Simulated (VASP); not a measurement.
Method: RPBE GGA, VASP's PBE PAW potentials (set 64) (plane waves; VASP 6.6.1).

A VASP calculation is set up with these files.

### INCAR
```
# general
SYSTEM   =  Mo
PREC     =  Accurate
ENCUT    =  520
LREAL    =  .False.
LASPH    =  .True.

# electronic loop
EDIFF    =  1E-6
NELM     =  100
ALGO     =  Normal
LMAXMIX  =  4

# smearing
ISMEAR   =  1
SIGMA    =  0.1

# functional
GGA      =  RP

# ions
IBRION   =  2
NSW      =  60
ISIF     =  3
EDIFFG   =  -0.01

# output
LWAVE    =  .False.
LCHARG   =  .False.
```

### KPOINTS
```
Automatic mesh
0
G
  15 15 15
```

**POSCAR**
```
Mo
1
   -1.5750000000     1.5750000000     1.5750000000
    1.5750000000    -1.5750000000     1.5750000000
    1.5750000000     1.5750000000    -1.5750000000
Mo
1
Direct
  0.0000000000   0.0000000000   0.0000000000
```

POTCAR, in this order: Mo_sv (PBE.64 set). Program: vasp_std.

What VASP printed:

OUTCAR:
```
 ion  position               nearest neighbor table
   1  0.000  0.000  0.000-
  LATTYP: Found a body centered cubic cell.
 ALAT       =     3.1500000000
 Subroutine PRICEL returns:
 Original cell was already a primitive cell.
 Subroutine GETGRP returns: Found 48 space group operations
The static configuration has the point symmetry O_h .
The dynamic configuration has the point symmetry O_h .
 Subroutine INISYM returns: Found 48 space group operations
 Subroutine IBZKPT returns following result:
 Found    120 irreducible k-points:

 Following reciprocal coordinates:
            Coordinates               Weight
  0.000000  0.000000  0.000000      1.000000
  0.066667  0.000000  0.000000     12.000000
  0.133333  0.000000  0.000000     12.000000
  0.200000  0.000000  0.000000     12.000000
  0.266667  0.000000  0.000000     12.000000
  0.333333  0.000000  0.000000     12.000000
  0.400000  0.000000  0.000000     12.000000
  0.466667  0.000000  0.000000     12.000000
  0.066667  0.066667  0.000000     24.000000
  0.133333  0.066667 -0.000000     48.000000
  0.200000  0.066667  0.000000     48.000000
  0.266667  0.066667 -0.000000     48.000000
  0.333333  0.066667  0.000000     48.000000
  0.400000  0.066667  0.000000     48.000000
  0.466667  0.066667 -0.000000     24.000000
  0.133333  0.133333  0.000000     24.000000
  0.200000  0.133333  0.000000     48.000000
  0.266667  0.133333 -0.000000     48.000000
  0.333333  0.133333 -0.000000     48.000000
  0.400000  0.133333  0.000000     48.000000
  0.200000  0.200000  0.000000     24.000000
  0.266667  0.200000 -0.000000     48.000000
  0.333333  0.200000 -0.000000     48.000000
  0.400000  0.200000  0.000000     24.000000
  0.266667  0.266667  0.000000     24.000000
...
```

### OSZICAR
```
       N       E                     dE             d eps       ncg     rms          rms(c)
DAV:   1     0.904991709101E+02    0.90499E+02   -0.84016E+03  2672   0.131E+03
DAV:   2    -0.969174736703E+01   -0.10019E+03   -0.97054E+02  2889   0.342E+02
DAV:   3    -0.109577873103E+02   -0.12660E+01   -0.12522E+01  3060   0.385E+01
DAV:   4    -0.109615727634E+02   -0.37855E-02   -0.37848E-02  2885   0.239E+00
DAV:   5    -0.109615924668E+02   -0.19703E-04   -0.19702E-04  3093   0.170E-01    0.142E+01
DAV:   6    -0.104264282541E+02    0.53516E+00   -0.97316E-01  2832   0.121E+01    0.396E+00
DAV:   7    -0.103521817366E+02    0.74247E-01   -0.21265E-01  3063   0.532E+00    0.941E-01
DAV:   8    -0.103495111159E+02    0.26706E-02   -0.44872E-03  2784   0.957E-01    0.209E-01
DAV:   9    -0.103496160940E+02   -0.10498E-03   -0.10469E-04  3096   0.144E-01    0.835E-02
DAV:  10    -0.103496300423E+02   -0.13948E-04   -0.16421E-05  2814   0.548E-02    0.493E-03
DAV:  11    -0.103496302419E+02   -0.19957E-06   -0.84885E-08  1809   0.404E-03
   1 F= -.10349630E+02 E0= -.10349443E+02  d E =-.103496E+02
       N       E                     dE             d eps       ncg     rms          rms(c)
DAV:   1    -0.121002087917E+02   -0.17506E+01   -0.43762E+01  2706   0.949E+01    0.934E+00
DAV:   2    -0.103543789505E+02    0.17458E+01   -0.42379E+00  2664   0.245E+01    0.296E+00
DAV:   3    -0.102847098929E+02    0.69669E-01   -0.35724E-01  2851   0.728E+00    0.776E-01
DAV:   4    -0.102942809319E+02   -0.95710E-02   -0.39863E-03  2811   0.777E-01    0.417E-01
DAV:   5    -0.102976898190E+02   -0.34089E-02   -0.18984E-03  2778   0.429E-01    0.227E-02
DAV:   6    -0.102976936964E+02   -0.38774E-05   -0.13716E-05  2966   0.401E-02    0.710E-03
DAV:   7    -0.102976956936E+02   -0.19972E-05   -0.38199E-07  1825   0.951E-03    0.936E-04
DAV:   8    -0.102976956316E+02    0.62019E-07   -0.36888E-08  1425   0.251E-03
   2 F= -.10297696E+02 E0= -.10297475E+02  d E =0.519346E-01
       N       E                     dE             d eps       ncg     rms          rms(c)
DAV:   1    -0.112588825132E+02   -0.96119E+00   -0.21954E+01  2733   0.655E+01    0.110E+01
DAV:   2    -0.104182796754E+02    0.84060E+00   -0.17179E+00  2694   0.168E+01    0.172E+00
DAV:   3    -0.103526583921E+02    0.65621E-01   -0.25651E-01  2849   0.628E+00    0.192E+00
DAV:   4    -0.103582548960E+02   -0.55965E-02   -0.43505E-03  2834   0.823E-01    0.393E-01
DAV:   5    -0.103586583611E+02   -0.40347E-03   -0.40421E-04  2944   0.240E-01    0.470E-02
DAV:   6    -0.103586489114E+02    0.94497E-05   -0.78738E-06  2820   0.389E-02    0.104E-02
DAV:   7    -0.103586478010E+02    0.11105E-05   -0.11762E-07  1698   0.447E-03    0.470E-04
DAV:   8    -0.103586479013E+02   -0.10034E-06   -0.10256E-08  1389   0.146E-03
   3 F= -.10358648E+02 E0= -.10358475E+02  d E =-.901766E-02
       N       E                     dE             d eps       ncg     rms          rms(c)
DAV:   1    -0.103587378135E+02   -0.90013E-04   -0.20766E-03  2739   0.649E-01    0.938E-02
DAV:   2    -0.103586578922E+02    0.79921E-04   -0.16485E-04  2745   0.162E-01    0.169E-02
DAV:   3    -0.103586525814E+02    0.53108E-05   -0.25601E-05  2852   0.621E-02    0.144E-02
DAV:   4    -0.103586549543E+02   -0.23729E-05   -0.38011E-07  1695   0.760E-03    0.813E-04
DAV:   5    -0.103586550067E+02   -0.52340E-07   -0.73526E-08  1347   0.366E-03
   4 F= -.10358655E+02 E0= -.10358482E+02  d E =-.902476E-02
```

### OUTCAR
```
------------------------ aborting loop because EDIFF is reached ----------------------------------------
  FORCE on cell =-STRESS in cart. coord.  units (eV):
  Direction    XX          YY          ZZ          XY          YZ          ZX
  --------------------------------------------------------------------------------------
  Total       -0.0007623     -0.0007623     -0.0007623      0.0000000      0.0000000     -0.0000000
  in kB       -0.0761002     -0.0761002     -0.0761002      0.0000000      0.0000000     -0.0000000
  external PRESSURE =      -0.0761002 kB  Pullay stress =       0.0000000 kB
  volume of cell :       16.05
      direct lattice vectors                 reciprocal lattice vectors
    -1.589016221  1.589016221  1.589016221     0.000000000  0.314660098  0.314660098
     1.589016221 -1.589016221  1.589016221     0.314660098  0.000000000  0.314660098
     1.589016221  1.589016221 -1.589016221     0.314660098  0.314660098  0.000000000
 POSITION                                       TOTAL-FORCE (eV/Angst)
 -----------------------------------------------------------------------------------
      0.00000      0.00000      0.00000         0.000000      0.000000     -0.000000
 -----------------------------------------------------------------------------------
    total drift:                                0.000000      0.000000      0.000000
  FREE ENERGIE OF THE ION-ELECTRON SYSTEM (eV)
  ---------------------------------------------------
  free  energy   TOTEN  =       -10.3586550067 eV

  energy  without entropy=      -10.3581373566  energy(sigma->0) =      -10.35848246

 reached required accuracy - stopping structural energy minimisation
```
(Selected blocks of OUTCAR.)

### CONTCAR
```
Mo
   1.00000000000000
    -1.5890162212418237    1.5890162212418237    1.5890162212418237
     1.5890162212418237   -1.5890162212418237    1.5890162212418237
     1.5890162212418237    1.5890162212418237   -1.5890162212418237
  Mo
     1
Direct
     0.0000000000000000    0.0000000000000000    0.0000000000000000
```

**OUTCAR**
```
 val. band max:       12.1631179135   @ k =  -0.2667   0.3333   0.1333

 cond. band min:      12.1876176441   @ k =  -0.1333   0.1333   0.1333


 Fermi energy:        12.1847107562

 k-point     1 :       0.0000    0.0000    0.0000
  band No.  band energies     occupation
      1     -49.0581      2.00000
      2     -22.3825      2.00000
      3     -22.3825      2.00000
      4     -22.3825      2.00000
      5       5.1159      2.00000
      6      10.9269      2.00000
      7      10.9269      2.00000
      8      10.9269      2.00000
      9      13.8625     -0.00000
     10      13.8625     -0.00000
     11      27.0284      0.00000

 k-point     2 :       0.0667    0.0000    0.0000
  band No.  band energies     occupation
      1     -49.0480      2.00000
      2     -22.4417      2.00000
      3     -22.4009      2.00000
      4     -22.3829      2.00000
      5       5.3065      2.00000
      6      10.8208      2.00000
      7      10.9091      2.00000
      8      11.1046      2.00000
      9      13.7092     -0.00000
     10      13.8656     -0.00000
     11      27.1668      0.00000

 k-point     3 :       0.1333    0.0000    0.0000
  band No.  band energies     occupation
      1     -49.0194      2.00000
      2     -22.6071      2.00000
      3     -22.4525      2.00000
      4     -22.3840      2.00000
      5       5.8388      2.00000
      6      10.5349      2.00000
      7      10.8251      2.00000
      8      11.6269      2.00000
      9      13.4154     -0.00000
     10      13.8846     -0.00000
     11      27.4459      0.00000

 k-point     4 :       0.2000    0.0000    0.0000
  band No.  band energies     occupation
      1     -48.9771      2.00000
      2     -22.8456      2.00000
      3     -22.5278      2.00000
      4     -22.3857      2.00000
      5       6.5688      2.00000
      6      10.1462      2.00000
      7      10.6874      2.00000
      8      12.4606     -0.00067
      9      13.2796     -0.00000
...
```

Energy and stress use the plane-wave basis of the starting cell.

The compound is Mo in the bcc structure. This run relaxes it. Symmetry was kept, so distortions that lower it aren't found.
